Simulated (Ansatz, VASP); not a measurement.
# MgGa3As3S: VASP beside Ansatz

Wanted: the spread between two codes on one cell, functional and k mesh. The cell is generated by rule, not measured, and may not be a known phase. The cell is taken from a series of runs on this material, whose earlier steps may have relaxed, scaled, displaced or heated it; both programs get it as it stands.

Main program and level: Ansatz 0.2.0; plane waves, with VASP 6.6.1 beside it; relaxation of cell and atoms at LDA.

The structure was built from a prototype and need not be the compound's stable phase.

## (1) Starting point

The structure is orthorhombic, space group Pmm2 (No. 25). The conventional cell has a = 3.990 Å, b = 3.990 Å, c = 11.285 Å, α = 90.00°, β = 90.00°, γ = 90.00°. As has 4 Ga at 2.44 Å nearest. Nearest to As lie 4 Ga at 2.44 Å. Nearest to As lie 2 Ga at 2.44 Å and 2 Mg at 2.44 Å. Nearest to Ga lie 2 As at 2.44 Å and 2 S at 2.44 Å. Nearest to Ga lie 4 As at 2.44 Å. Nearest to Ga lie 4 As at 2.44 Å. Farther neighbours and most contacts between anions are not listed.

Structure file:

```xyz
8
Lattice="2.8213 2.8213 0.0000 -2.8213 2.8213 0.0000 0.0000 0.0000 11.2850" Properties=species:S:1:pos:R:3 pbc="T T T"
As    1.4106    1.4106    1.4106
As   -1.4106    1.4106    4.2319
As    1.4106    1.4106    7.0531
Ga    0.0000    0.0000    0.0000
Ga    0.0000    2.8213    2.8213
Ga    0.0000    0.0000    5.6425
Mg    0.0000    2.8213    8.4638
S    -1.4106    1.4106    9.8744
```

## (2) VASP: relaxation of cell and atoms, LDA

The relaxed volume is the usual yardstick between codes: in a stiff, nearly cubic crystal its relative difference is about their pressure difference at one cell divided by the bulk modulus.

Lines of VASP's logs that name or quote its potential files are left out, and so is its time.

Contents of INCAR:

```
SYSTEM = MgGa3As3S
PREC = Accurate
ENCUT = 600
EDIFF = 1E-07
NELM = 120
ISMEAR = 0
SIGMA = 0.1
LREAL = .FALSE.
ALGO = Normal
GGA = PW92
NBANDS = 39
LORBIT = 11
LWAVE = .FALSE.
LCHARG = .FALSE.
ISIF = 3
IBRION = 2
NSW = 80
EDIFFG = -0.005
LASPH = .TRUE.
GGA_COMPAT = .FALSE.
NELMIN = 4
KPAR = 2
```

Contents of POSCAR:

```
MgGa3As3S
1.0
    2.8212500000      2.8212500000      0.0000000000
   -2.8212500000      2.8212500000      0.0000000000
    0.0000000000      0.0000000000     11.2850000000
As Ga Mg S
3 3 1 1
Direct
    0.5000000000      0.0000000000      0.1250000000
    0.0000000000      0.5000000000      0.3750000000
    0.5000000000      0.0000000000      0.6250000000
    0.0000000000      0.0000000000      0.0000000000
    0.5000000000      0.5000000000      0.2500000000
    0.0000000000      0.0000000000      0.5000000000
    0.5000000000      0.5000000000      0.7500000000
    0.0000000000      0.5000000000      0.8750000000
```

Contents of KPOINTS:

```
Automatic mesh
0
Gamma
6 6 2
0 0 0
```

PAW data sets: As, Ga_d, Mg and S (LDA family, release 64).

Command:

```bash
mpirun -np 2 vasp_std
```

Numbers of over 12 decimals in the logs are rounded to 6 here.

What it wrote:

```text
[banner, memory and clock lines left out]
running    2 mpi-ranks, on    1 nodes
 distrk:  each k-point on    1 cores,    2 groups
 distr:  one band on    1 cores,    1 groups

 POSCAR found type information on POSCAR AsGaMgS
 POSCAR found :  4 types and       8 ions
|                                                                             |
|               ----> ADVICE to this user running VASP <----                  |
|                                                                             |
|     You enforced a specific xc type in the INCAR file but a different       |
|     [... a line on the potential file left out ...]
|     I HOPE YOU KNOW WHAT YOU ARE DOING!                                     |
|                                                                             |

 LDA part: xc-table for (Slater(with rela. corr.)+PW92), standard interpolation
 POSCAR, INCAR and KPOINTS ok, starting setup
 FFT: planning ... GRIDC
 FFT: planning ... GRID_SOFT
 FFT: planning ... GRID
 WAVECAR not read
 entering main loop
       N       E                     dE             d eps       ncg     rms          rms(c)
DAV:   1     0.548039383115E+03    0.54804E+03   -0.29978E+04  2670   0.224E+03
DAV:   2     0.496738693841E+02   -0.49837E+03   -0.47801E+03  2717   0.589E+02
DAV:   3    -0.335020804047E+02   -0.83176E+02   -0.79699E+02  2987   0.166E+02
DAV:   4    -0.384781375135E+02   -0.49761E+01   -0.49459E+01  3202   0.426E+01
DAV:   5    -0.386080392222E+02   -0.12990E+00   -0.12979E+00  3135   0.655E+00    0.731E+00
DAV:   6    -0.373588211161E+02    0.12492E+01   -0.18468E+00  3466   0.187E+01    0.473E+00
DAV:   7    -0.371780419369E+02    0.18078E+00   -0.16269E+00  2994   0.639E+00    0.181E+00
DAV:   8    -0.371631443259E+02    0.14898E-01   -0.36056E-01  3140   0.573E+00    0.672E-01
DAV:   9    -0.371560392448E+02    0.71051E-02   -0.41055E-02  3292   0.193E+00    0.155E-01
DAV:  10    -0.371562717451E+02   -0.23250E-03   -0.64228E-03  3763   0.492E-01    0.965E-02
DAV:  11    -0.371562603486E+02    0.11397E-04   -0.94322E-04  3067   0.198E-01    0.517E-02
DAV:  12    -0.371562514386E+02    0.89099E-05   -0.92242E-05  3086   0.613E-02    0.174E-02
DAV:  13    -0.371562524781E+02   -0.10395E-05   -0.21713E-05  3513   0.370E-02    0.690E-03
DAV:  14    -0.371562529179E+02   -0.43979E-06   -0.30294E-06  3001   0.105E-02    0.374E-03
DAV:  15    -0.371562529218E+02   -0.38708E-08   -0.46191E-07  3010   0.490E-03
   1 F= -.37156253E+02 E0= -.37153474E+02  d E =-.371563E+02
[... from here on, the cycles between the ionic steps are left out ...]
   2 F= -.37236318E+02 E0= -.37233597E+02  d E =-.800647E-01
   3 F= -.37236361E+02 E0= -.37233643E+02  d E =-.801084E-01
   7 F= -.37262944E+02 E0= -.37259969E+02  d E =-.622083E-02
   8 F= -.37265389E+02 E0= -.37262264E+02  d E =-.244500E-02
   9 F= -.37265549E+02 E0= -.37262364E+02  d E =-.260469E-02
  10 F= -.37265812E+02 E0= -.37262588E+02  d E =-.262870E-03
  11 F= -.37265916E+02 E0= -.37262707E+02  d E =-.367673E-03
  12 F= -.37265971E+02 E0= -.37262763E+02  d E =-.547985E-04
  13 F= -.37265987E+02 E0= -.37262779E+02  d E =-.702144E-04
  14 F= -.37266016E+02 E0= -.37262818E+02  d E =-.299443E-04
  15 F= -.37266024E+02 E0= -.37262832E+02  d E =-.375787E-04
  16 F= -.37266032E+02 E0= -.37262839E+02  d E =-.796421E-05
 trial-energy change:   -0.000008  1 .order   -0.000008   -0.000012   -0.000003
 step:   1.0834(harm=  1.0834)  dis= 0.00065  next Energy=   -37.266032 (dE=-0.836E-05)
 bond charge predicted
       N       E                     dE             d eps       ncg     rms          rms(c)
DAV:   1    -0.372660345228E+02   -0.23845E-05   -0.15600E-04  3133   0.866E-02    0.946E-03
DAV:   2    -0.372660336824E+02    0.84045E-06   -0.13568E-05  3286   0.372E-02    0.406E-03
DAV:   3    -0.372660333178E+02    0.36459E-06   -0.13238E-06  3742   0.797E-03    0.161E-03
DAV:   4    -0.372660332592E+02    0.58550E-07   -0.12191E-07  1737   0.259E-03
  17 F= -.37266033E+02 E0= -.37262840E+02  d E =-.913722E-05
 curvature:  -0.94 expect dE=-0.335E-05 dE for cont linesearch -0.315E-08
 trial: gam= 0.23916 g(F)=  0.166E-05 g(S)=  0.189E-05 ort = 0.300E-06 (trialstep = 0.838E+00)
 search vector abs. value=  0.523E-05
 reached required accuracy - stopping structural energy minimisation
```

OUTCAR, selected parts (step 2):

```text
ion  position               nearest neighbor table
   1  0.500  0.000  0.125-   4 2.44   5 2.44   5 2.44   4 2.44
   2  0.000  0.500  0.375-   5 2.44   6 2.44   6 2.44   5 2.44
   3  0.500  0.000  0.625-   6 2.44   7 2.44   7 2.44   6 2.44
   4  0.000  0.000  0.000-   1 2.44   8 2.44   8 2.44   1 2.44
   5  0.500  0.500  0.250-   1 2.44   2 2.44   1 2.44   2 2.44
   6  0.000  0.000  0.500-   2 2.44   3 2.44   2 2.44   3 2.44
   7  0.500  0.500  0.750-   3 2.44   8 2.44   3 2.44   8 2.44
   8  0.000  0.500  0.875-   4 2.44   7 2.44   4 2.44   7 2.44

  LATTYP: Found a simple tetragonal cell.
 ALAT       =     3.9898500128
 C/A-ratio  =     2.8284271247

 Subroutine GETGRP returns: Found  4 space group operations
 (whereof  4 operations were pure point group operations)

The static configuration has the point symmetry C_2v.

 Found     32 irreducible k-points:

   k-points           NKPTS =     32   k-points in BZ     NKDIM =     32   number of bands    NBANDS=     39

   dimension x,y,z NGX =    32 NGY =   32 NGZ =   90
   dimension x,y,z NGXF=    64 NGYF=   64 NGZF=  180

   ENCUT  =  600.0 eV  44.10 Ry    6.64 a.u.   7.97  7.97 22.54*2*pi/ulx,y,z

   NELECT =      62.0000    total number of electrons

 k-points in reciprocal lattice and weights: Automatic mesh
   0.00000000  0.00000000  0.00000000       0.014
   0.16666667  0.00000000  0.00000000       0.028
   0.00000000  0.16666667  0.00000000       0.028
   0.33333333  0.00000000  0.00000000       0.028
   0.00000000  0.33333333  0.00000000       0.028
   0.50000000  0.00000000  0.00000000       0.014
   0.00000000  0.50000000  0.00000000       0.014
   0.16666667  0.16666667  0.00000000       0.056
   0.33333333  0.16666667  0.00000000       0.056
[...]
-0.33333333  0.50000000  0.50000000       0.028
   0.50000000  0.50000000  0.50000000       0.014

 average (electrostatic) potential at core
       1 -54.2001       2 -53.7601       3 -52.9211       4 -68.3267       5 -67.7158
       6 -67.3101       7 -37.4648       8 -88.8498

 E-fermi :   4.0622

 k-point     1 :       0.0000    0.0000    0.0000
  band No.  band energies     occupation
    ...
     28       2.4248      2.00000
     29       3.1143      2.00000
     30       3.3968      2.00000
     31       3.8892      1.98560
     32       4.0178      1.46992
     33       4.9336      0.00000
     34       5.1579      0.00000
     35       5.8861      0.00000
     36       6.1925      0.00000
     37       6.7686      0.00000
    ...

 k-point     2 :       0.1667    0.0000    0.0000
  band No.  band energies     occupation
    ...
     27       1.5892      2.00000
     28       1.8248      2.00000
     29       2.5330      2.00000
     30       2.9594      2.00000
     31       4.0272      1.37987
     32       4.4747      0.00000
     33       5.5350      0.00000
     34       5.9903      0.00000
     35       6.5568      0.00000
     36       7.2957      0.00000
    ...

 k-point     3 :       0.0000    0.1667    0.0000
  band No.  band energies     occupation
    ...
     27       1.8293      2.00000
     28       2.2777      2.00000
     29       2.6725      2.00000
     30       2.9156      2.00000
     31       3.3270      2.00000
     32       5.0933      0.00000
     33       5.1753      0.00000
     34       6.0064      0.00000
     35       6.3808      0.00000
     36       7.0691      0.00000
    ...

  Total       -0.0050967     -0.0050967     -0.0161864     -0.0000099      0.0000000      0.0000000
  in kB       -0.0458964     -0.0458964     -0.1457596     -0.0000888      0.0000000      0.0000000
  external PRESSURE =      -0.0791841 kB  Pullay stress =       0.0000000 kB

  energy-cutoff  :      600.00
  volume of cell :      177.92
      direct lattice vectors                 reciprocal lattice vectors
     2.804861895  2.804861895  0.000000000     0.178261896  0.178261896  0.000000000
    -2.827616620  2.827616620  0.000000000    -0.176827366  0.176827366  0.000000000
     0.000000000  0.000000000 11.216645162     0.000000000  0.000000000  0.089153217

 POSITION                                       TOTAL-FORCE (eV/Angst)
 -----------------------------------------------------------------------------------
      1.40243      1.40243      1.37122         0.000000      0.000000      0.002668
     -1.41381      1.41381      4.16294         0.000000      0.000000      0.002942
      1.40243      1.40243      6.94128         0.000000      0.000000     -0.001567
      0.00000      0.00000      0.01828         0.000000      0.000000     -0.001847
     -0.01138      2.81624      2.79376         0.000000      0.000000      0.000186
      0.00000      0.00000      5.59770        -0.000000     -0.000000     -0.001729
     -0.01138      2.81624      8.43630         0.000000      0.000000     -0.002514
     -1.41381      1.41381      9.93678         0.000000      0.000000      0.001861
 -----------------------------------------------------------------------------------
    total drift:                                0.000000     -0.000000     -0.000167

  FREE ENERGIE OF THE ION-ELECTRON SYSTEM (eV)
  ---------------------------------------------------
  free  energy   TOTEN  =       -37.2660332592 eV

  energy  without entropy=      -37.2596464894  energy(sigma->0) =      -37.26283987

 reached required accuracy - stopping structural energy minimisation

 total charge
# of ion       s       p       d       tot
------------------------------------------
    1        1.219   1.611   0.033   2.863
    2        1.222   1.598   0.033   2.853
    3        1.211   1.670   0.020   2.902
    4        0.894   0.755  10.015  11.664
    5        0.898   0.825   9.996  11.719
    6        0.891   0.815  10.002  11.708
    7        0.196   0.164   0.035   0.395
    8        1.330   2.417   0.000   3.747
--------------------------------------------------
tot          7.862   9.856  30.133  47.851

[... 3 further parts left out ...]
```

CONTCAR:

```
MgGa3As3S
   1.00000000000000
     2.8048618948184729    2.8048618948184729    0.0000000000000000
    -2.8276166204521234    2.8276166204521234    0.0000000000000000
     0.0000000000000000    0.0000000000000000   11.2166451620978389
  As              Ga              Mg              S
     3     3     1     1
Direct
     0.5000000000000000    0.0000000000000000    0.1222487057043944
     0.0000000000000000    0.5000000000000000    0.3711394171439562
     0.5000000000000000    0.0000000000000000    0.6188378787778616
     0.0000000000000000    0.0000000000000000    0.0016293018400380
     0.5000000000000000    0.5000000000000000    0.2490731041591456
     0.0000000000000000    0.0000000000000000    0.4990526310593397
     0.5000000000000000    0.5000000000000000    0.7521232210789273
     0.0000000000000000    0.5000000000000000    0.8858957402363373
```

The run keeps the 4 symmetry operations of its start, so it cannot find a distortion of lower symmetry.

[end of part 1 of 2]

[Lines on the potential files, build, host, timing and source positions are cut from VASP's logs without a mark.]

[Logs are printed without paths, hosts, clocks, repeated set-up lines and the standing remarks that a program may print on its own settings, such as how far it seeks lower states.]

[Hosts, paths, dates, database ids (printed as entryN), source tags and the programs' standing remarks are cut or masked in the printed files.]
